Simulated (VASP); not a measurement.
Consider the following.

```
BeZn3Te4
1.0
    5.94995     0.00000     0.00000
    0.00000     5.94995     0.00000
    0.00000     0.00000     5.94995
Zn Te Be
3 4 1
Direct
  0.00000   0.00000   0.00000
  0.50000   0.50000   0.00000
  0.50000   0.00000   0.50000
  0.23866   0.26134   0.26134
  0.76134   0.73866   0.26134
  0.76134   0.26134   0.73866
  0.23866   0.73866   0.73866
  0.00000   0.50000   0.50000
```

Computed with PBEsol GGA, VASP's PBE PAW potentials (set 64) (plane waves; VASP). Run with 400 eV cut-off, Gaussian smearing of 0.050 eV, potentials Zn Te Be.

Unless said otherwise, spin-orbit coupling is left out, though it shifts the bands of the heavy elements here.

Question: Give the energies of bands 23 to 36 at the high-symmetry points, in eV from the valence-band maximum.

Answer: 
```json
[
 {"band": "23", "Γ": "-2.49", "X": "-3.19", "M": "-4.00", "R": "-5.09"},
 {"band": "24", "Γ": "-2.49", "X": "-2.91", "M": "-2.97", "R": "-1.27"},
 {"band": "25", "Γ": "-2.49", "X": "-2.91", "M": "-2.97", "R": "-1.27"},
 {"band": "26", "Γ": "-2.23", "X": "-2.90", "M": "-2.78", "R": "-1.27"},
 {"band": "27", "Γ": "-2.23", "X": "-2.81", "M": "-2.64", "R": "-0.83"},
 {"band": "28", "Γ": "-2.23", "X": "-1.58", "M": "-1.18", "R": "-0.83"},
 {"band": "29", "Γ": "0.00", "X": "-1.58", "M": "-1.18", "R": "-0.83"},
 {"band": "30", "Γ": "0.00", "X": "-1.20", "M": "-1.07", "R": "-0.75"},
 {"band": "31", "Γ": "0.00", "X": "-1.20", "M": "-0.64", "R": "-0.75"},
 {"band": "32", "Γ": "1.78", "X": "2.51", "M": "2.79", "R": "1.81"},
 {"band": "33", "Γ": "1.93", "X": "2.69", "M": "3.50", "R": "1.81"},
 {"band": "34", "Γ": "1.93", "X": "3.61", "M": "3.50", "R": "1.81"},
 {"band": "35", "Γ": "2.17", "X": "3.62", "M": "3.57", "R": "2.51"},
 {"band": "36", "Γ": "2.17", "X": "4.70", "M": "5.16", "R": "4.63"}
]
```

The gap is direct, 1.78 eV, from the valence maximum at Γ to the conduction minimum at Γ.

The structure was generated: BeZn3Te4 was put into an ordered model structure (P-43m), which need not be its known phase. It was relaxed first.
